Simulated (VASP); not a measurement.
# Mg12NO in VASP: further runs, part 2 of 2

VASP 6.6.1.

**3. Relaxation of the atoms, PBE**

File INCAR:

```
SYSTEM = Mg12NO
ALGO = Normal
EDIFF = 1E-6
EDIFFG = -0.08
ENCUT = 520
GGA = PE
IBRION = 2
ISIF = 2
ISMEAR = -1
LASPH = .True.
LCHARG = .False.
LREAL = .False.
LWAVE = .False.
NELM = 100
NSW = 45
PREC = Accurate
SIGMA = 0.05
```

File KPOINTS:

```
k-points
0
Gamma
  2 2 1
  0 0 0
```

File POSCAR:

```
Mg12NO
1.0
    6.4200000000      0.0000000000      0.0000000000
    3.2100000000      5.5598830000      0.0000000000
    0.0000000000      0.0000000000     18.2130400000
Mg N O
12 1 1
Selective dynamics
Direct
    0.0000000000      0.0000000000      0.0549057000  F F F
    0.5000000000      0.0000000000      0.0549057000  F F F
    0.0000000000      0.5000000000      0.0549057000  F F F
    0.5000000000      0.5000000000      0.0549057000  F F F
   -0.1666667000      0.3333333000      0.1980186000  T T T
    0.3333333000      0.3333333000      0.1980186000  T T T
   -0.1666667000      0.8333333000      0.1980186000  T T T
    0.3333333000      0.8333333000      0.1980186000  T T T
    0.0000000000      0.0000000000      0.3411314000  T T T
    0.5000000000      0.0000000000      0.3411314000  T T T
    0.0000000000      0.5000000000      0.3411314000  T T T
    0.5000000000      0.5000000000      0.3411314000  T T T
    0.4994591000      0.2526854000      0.4229409000  T T T
    0.4994591000      0.2526854000      0.4877297000  T T T
```

Potentials or basis: VASP PAW PBE potentials, release 64 (Mg, N, O).

On the command line:

```bash
cat potpaw_PBE.64/Mg/POTCAR potpaw_PBE.64/N/POTCAR potpaw_PBE.64/O/POTCAR > POTCAR
mpirun -np 1 vasp_std > vasp.out
```

Wall time 13 min (1 thread of Intel Xeon 6975P-C (Granite Rapids), shared host); peak memory 0.77 GiB.

It converged, with:

- Free energy: -29.9423 eV
- Energy gained by relaxing: 10.0 meV/atom
- Ionic steps: 9
- Band gap on the k mesh: none (metal or under the smearing width)

The path:
| step | energy change (eV) | largest force (eV/Å) | pressure (GPa) |
| --- | --- | --- | --- |
| 1 | 0.0000 | 4.3909 | -0.24 |
| 2 | 1.3389 | 5.7383 | -1.46 |
| 3 | 0.1716 | 4.3073 | -1.21 |
| 4 | -0.0998 | 1.7400 | -0.89 |
| 5 | -0.1270 | 0.5310 | -0.65 |
| 6 | -0.1288 | 0.3067 | -0.71 |
| 7 | -0.1288 | 0.3066 | -0.70 |
| 8 | -0.1327 | 0.3074 | -0.69 |
| 9 | -0.1400 | 0.3095 | -0.66 |

Final structure:
```yaml
crystal:
  lattice:
    - [6.42000, 0.00000, 0.00000]
    - [3.21000, 5.55988, 0.00000]
    - [0.00000, 0.00000, 18.21304]
  atoms:
    - { symbol: Mg, position: [0.00000, 0.00000, 0.05491] }
    - { symbol: Mg, position: [0.50000, 0.00000, 0.05491] }
    - { symbol: Mg, position: [0.00000, 0.50000, 0.05491] }
    - { symbol: Mg, position: [0.50000, 0.50000, 0.05491] }
    - { symbol: Mg, position: [0.83224, 0.33484, 0.19792] }
    - { symbol: Mg, position: [0.33229, 0.33381, 0.19720] }
    - { symbol: Mg, position: [0.83218, 0.83295, 0.19793] }
    - { symbol: Mg, position: [0.33476, 0.83267, 0.19823] }
    - { symbol: Mg, position: [0.99722, 0.00139, 0.34071] }
    - { symbol: Mg, position: [0.49999, 0.00074, 0.34246] }
    - { symbol: Mg, position: [0.00313, 0.49846, 0.34068] }
    - { symbol: Mg, position: [0.49998, 0.50049, 0.34210] }
    - { symbol: N, position: [0.50178, 0.25052, 0.42027] }
    - { symbol: O, position: [0.49852, 0.25289, 0.48868] }
```

Levels at points of the mesh, in eV from the Fermi level:
```
           k point  band 14  band 15  band 16  band 17  band 18  band 19  band 20  band 21
(0.00, 0.00, 0.00)    -1.59    -0.89    -0.80    -0.72    -0.54    -0.39    -0.19     0.20
(0.50, 0.00, 0.00)    -1.62    -1.09    -0.21     0.01     0.25     0.67     0.68     1.31
(0.50, 0.50, 0.00)    -1.64    -1.11    -0.20    -0.06     0.24     0.59     0.94     1.10
(0.00, 0.50, 0.00)    -1.64    -1.11    -0.20    -0.06     0.24     0.59     0.94     1.10
```

Caveat: the k mesh is coarse (spacing up to 0.57 Å⁻¹), so the values aren't converged; the standard files for N, O and F lose accuracy on very short bonds; an odd number of electrons without spin polarisation forces a metal; a magnetic or distorted state may lie lower; the relaxation stopped at a loose force limit of 0.08 eV/Å, so its end isn't a converged minimum.

**4. Single point, PBE**

File INCAR:

```
PREC = Accurate
ENCUT = 520
EDIFF = 1E-7
ISMEAR = -1
SIGMA = 0.05
LREAL = F
LASPH = T
NELM = 100
ALGO = Normal
ISIF = 2
LWAVE = F
LCHARG = F
GGA = PE
NBANDS = 30
```

File KPOINTS:

```
regular mesh
0
Gamma
  2 2 1
```

File POSCAR:

```
Mg12NO
1.0
    6.4200000000      0.0000000000      0.0000000000
    3.2100000000      5.5598830000      0.0000000000
    0.0000000000      0.0000000000     18.2130400000
Mg N O
12 1 1
Direct
    0.0000000000      0.0000000000      0.0549057159
    0.5000000000      0.0000000000      0.0549057159
    0.0000037321      0.4999925358      0.0549057159
    0.5000037321      0.4999925358      0.0549057159
   -0.2770017522      0.5057480526      0.2176682201
    0.2714045632      0.5027983503      0.2037770740
   -0.1658163813      0.9662433544      0.2366491261
    0.3274270953      1.0180430056      0.2089876264
   -0.0302876026      0.1571795665      0.3621251587
    0.5130443784     -0.0577709999      0.3925484159
   -0.0156957577      0.5543821696      0.3292640877
    0.4332969323      0.4934995934      0.3630146313
    0.6955762404      0.1783490768      0.4007293675
    0.6717878653      0.0739943628      0.4656059614
```

On the command line:

```bash
cat potpaw_PBE.64/Mg/POTCAR potpaw_PBE.64/N/POTCAR potpaw_PBE.64/O/POTCAR > POTCAR
mpirun -np 1 vasp_std > vasp.out
```

It took 3.5 min on 1 thread of Intel Xeon 6975P-C (Granite Rapids), shared host; peak memory 0.68 GiB.

The run converged. Its results:

```
Free energy            : -28.2577 eV
Largest force          : 2.699 eV/Å
Band gap on the k mesh : none (metal or under the smearing width)
```

Forces in eV/Å, atoms in the order of the input:
```
Mg   0.064 -0.060  0.502
Mg   0.145 -0.024  0.038
Mg  -0.013 -0.012  0.357
Mg   0.084  0.107  0.219
Mg   0.313 -0.269 -0.726
Mg   0.072  0.056 -0.582
Mg  -0.372  0.476 -0.574
Mg  -0.789  0.028  0.290
Mg   1.878 -1.087 -0.549
Mg   0.928  0.815  0.271
Mg   0.145  0.361  0.349
Mg   0.521  0.305 -0.170
N   -2.346 -0.283  1.303
O   -0.631 -0.413 -0.727
```

Levels at points of the mesh, in eV from the Fermi level:
| k point | band 14 | band 15 | band 16 | band 17 | band 18 | band 19 | band 20 | band 21 |
| --- | --- | --- | --- | --- | --- | --- | --- | --- |
| (0.00, 0.00, 0.00) | -1.14 | -0.69 | -0.47 | -0.41 | -0.23 | -0.12 | 0.03 | 0.43 |
| (0.50, 0.00, 0.00) | -1.25 | -0.71 | -0.32 | -0.15 | 0.35 | 0.63 | 0.99 | 1.42 |
| (0.50, 0.50, 0.00) | -1.19 | -0.73 | -0.19 | -0.16 | 0.34 | 0.42 | 0.82 | 1.44 |
| (0.00, 0.50, 0.00) | -1.29 | -0.71 | -0.38 | -0.09 | 0.39 | 0.48 | 0.84 | 1.53 |

Caveat: the k mesh is coarse (spacing up to 0.57 Å⁻¹), so the values aren't converged; an odd number of electrons without spin polarisation forces a metal; a magnetic or distorted state may lie lower.

**5. Single point, PBE**

File INCAR:

```
SYSTEM = Mg12NO
PREC = Accurate
ENCUT = 520
EDIFF = 1E-6
ISMEAR = -1
SIGMA = 0.05
LREAL = .FALSE.
LASPH = .TRUE.
NELM = 100
ALGO = Normal
ISIF = 2
LWAVE = .FALSE.
LCHARG = .FALSE.
GGA = PE
NBANDS = 30
```

File KPOINTS:

```
Automatic mesh
0
G
  2 2 1
  0 0 0
```

File POSCAR:

```
Mg12NO
1.0
    6.4200000000      0.0000000000      0.0000000000
    3.2100000000      5.5598830000      0.0000000000
    0.0000000000      0.0000000000     18.2130400000
Mg N O
12 1 1
Direct
    0.0000000000      0.0000000000      0.0549057159
    0.5000000000      0.0000000000      0.0549057159
    0.0000037321      0.4999925358      0.0549057159
    0.5000037321      0.4999925358      0.0549057159
   -0.1703607767      0.5298492792      0.2153566895
    0.2941005301      0.5398674756      0.1939709131
   -0.3105709286      1.1140702062      0.2440778695
    0.2557886776      1.0064600280      0.2318503666
    0.0428884335      0.0819801424      0.4007897638
    0.5084398313     -0.0012410333      0.3947281728
    0.0475736438      0.6397436781      0.3583970606
    0.5870485433      0.4948125707      0.3616200261
    0.7328399191      0.0706129967      0.3613894221
    0.9673109855     -0.1173945567      0.4409587856
```

On the command line:

```bash
cat potpaw_PBE.64/Mg/POTCAR potpaw_PBE.64/N/POTCAR potpaw_PBE.64/O/POTCAR > POTCAR
mpirun -np 1 vasp_std > vasp.out
```

Wall time 2.9 min (1 thread of Intel Xeon 6975P-C (Granite Rapids), shared host); peak memory 0.68 GiB.

It converged, with:

```yaml
Free_energy: -28.8839 eV
Largest_force: 3.792 eV/Å
Band_gap_on_the_k_mesh: none (metal or under the smearing width)
```

Forces in eV/Å, atoms in the order of the input:
```
Mg  -0.050  0.013  0.539
Mg   0.106  0.004  0.542
Mg   0.048 -0.057  0.119
Mg   0.414 -0.108 -0.091
Mg  -0.525  0.257 -0.140
Mg  -0.534  0.376  0.325
Mg   0.540 -1.005  0.008
Mg   0.232  0.127 -0.169
Mg   1.288  1.856 -1.392
Mg  -1.422 -0.438  0.707
Mg  -0.366  0.502  0.261
Mg  -0.410 -0.411 -0.564
N    2.669  1.939 -1.192
O   -1.991 -3.054  1.046
```

Levels at points of the mesh, in eV from the Fermi level:
```csv
k point,band 13,band 14,band 15,band 16,band 17,band 18,band 19,band 20,band 21,band 22
"(0.00, 0.00, 0.00)",-1.02,-0.94,-0.77,-0.44,-0.31,-0.10,-0.08,0.09,0.22,0.80
"(0.50, 0.00, 0.00)",-1.77,-1.59,-1.44,-0.59,-0.27,0.10,0.27,0.88,1.18,1.75
"(0.50, 0.50, 0.00)",-1.65,-1.59,-1.03,-0.68,-0.17,0.23,0.26,0.66,0.85,1.53
"(0.00, 0.50, 0.00)",-1.73,-1.53,-1.26,-0.72,-0.36,0.13,0.23,0.88,1.17,1.75
```

Caveat: the k mesh is coarse (spacing up to 0.57 Å⁻¹), so the values aren't converged; an odd number of electrons without spin polarisation forces a metal; a magnetic or distorted state may lie lower.

**6. Single point, PBE**

File INCAR:

```
PREC     = Accurate       # precision mode
ENCUT    = 520            # plane-wave cutoff, eV
EDIFF    = 1E-7           # SCF threshold, eV
ISMEAR   = -1             # smearing method
SIGMA    = 0.05           # smearing width, eV
LREAL    = False          # projectors in reciprocal space
LASPH    = True           # aspherical terms in the spheres
NELM     = 100            # most SCF steps
ALGO     = Fast           # electronic algorithm
ISIF     = 2              # what is computed and relaxed
LWAVE    = False          # write WAVECAR
LCHARG   = False          # write CHGCAR
GGA      = PE             # functional
NBANDS   = 30             # bands
```

File KPOINTS:

```
Automatic mesh
0
Gamma
  2 2 1
```

File POSCAR:

```
Mg12NO
1.0
    6.4200000000      0.0000000000      0.0000000000
    3.2100000000      5.5598830000      0.0000000000
    0.0000000000      0.0000000000     18.2130400000
Mg N O
12 1 1
Direct
    0.0000000000      0.0000000000      0.0549057159
    0.5000000000      0.0000000000      0.0549057159
    0.0000037321      0.4999925358      0.0549057159
    0.5000037321      0.4999925358      0.0549057159
   -0.3146899155      0.6402832578      0.1762967632
    0.1904561074      0.6261282836      0.1926531760
   -0.2854543283      1.0952388746      0.2141432732
    0.1784209302      1.0602920961      0.2389057510
    0.0644641392      0.0363676718      0.4266338843
    0.7166124269      0.0348748346      0.3935916245
    0.1090405471      0.5854080023      0.3711187149
    0.6490691082      0.5681234659      0.3228511001
    0.9265647581      0.0762785836      0.3139948081
    1.0630319820     -0.2801138082      0.4558656874
```

Potentials or basis: VASP PAW PBE potentials, release 64 (Mg, N, O).

On the command line:

```bash
cat potpaw_PBE.64/Mg/POTCAR potpaw_PBE.64/N/POTCAR potpaw_PBE.64/O/POTCAR > POTCAR
mpirun -np 1 vasp_std > vasp.out
```

Wall time 3.1 min (1 thread of Intel Xeon 6975P-C (Granite Rapids), shared host); peak memory 0.7 GiB.

Results (log left out):

| Item | Value |
| --- | --- |
| Free energy | -29.8779 eV |
| Largest force | 4.339 eV/Å |
| Band gap on the k mesh | none (metal or under the smearing width) |

Forces on the atoms (eV/Å):
```
Mg  -0.015  0.214  0.381
Mg   0.022  0.376  0.209
Mg   0.192 -0.372 -0.240
Mg  -0.134 -0.435 -0.158
Mg  -0.012 -0.013 -0.067
Mg  -0.097 -0.665  0.084
Mg   0.061  0.401  0.442
Mg   0.356  0.639  0.275
Mg   2.120 -0.899  0.045
Mg  -2.335 -0.186 -0.572
Mg   0.225 -2.391 -2.874
Mg  -0.311 -0.817  0.675
N   -0.405  0.140  0.173
O    0.334  4.008  1.626
```

Levels at points of the mesh, in eV from the Fermi level:
```
           k point  band 14  band 15  band 16  band 17  band 18  band 19  band 20  band 21
(0.00, 0.00, 0.00)    -1.00    -0.92    -0.79    -0.56    -0.35     0.07     0.27     0.62
(0.50, 0.00, 0.00)    -1.66    -0.91    -0.66    -0.23     0.13     0.53     0.96     1.25
(0.50, 0.50, 0.00)    -1.65    -0.84    -0.77    -0.17     0.16     0.52     1.03     1.16
(0.00, 0.50, 0.00)    -1.58    -1.01    -0.51    -0.24    -0.06     0.47     1.12     1.18
```

Caveat: the k mesh is coarse (spacing up to 0.57 Å⁻¹), so the values aren't converged; an odd number of electrons without spin polarisation forces a metal; a magnetic or distorted state may lie lower.
